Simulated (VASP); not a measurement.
Consider the following.

```
Bi2Tl
1.0
    5.70866     0.00000     0.00000
   -2.85433     4.94384     0.00000
    0.00000     0.00000     3.39376
Tl Bi
1 2
Cartesian
  0.00000   0.00000   0.00000
  2.85433   1.64795   1.69688
  0.00000   3.29590   1.69688
```

The numbers are results of LDA (Ceperley-Alder, Perdew-Zunger), VASP's LDA PAW potentials (set 64) (plane waves; VASP), not measurements. Numerical set-up: 300 eV cut-off, 6×6×8 Γ-centred mesh, Gaussian smearing of 0.14 eV, potentials Tl_d Bi_d.

At this cut-off the stress carries a Pulay error, which pulls relaxed volumes low.

Give the stress tensor in GPa (positive for a compressed cell).

```
-3.61   0.00   0.00
 0.00  -3.61   0.00
 0.00   0.00  -3.85
```
The pressure is its mean diagonal, -3.69 GPa.

The structure comes from a computed database's TlBi2 entry (P6/mmm); how it stands against other phases isn't given here. The cell was not relaxed at this level. The electron count is odd and the run is not spin-polarised, which forces a metal.
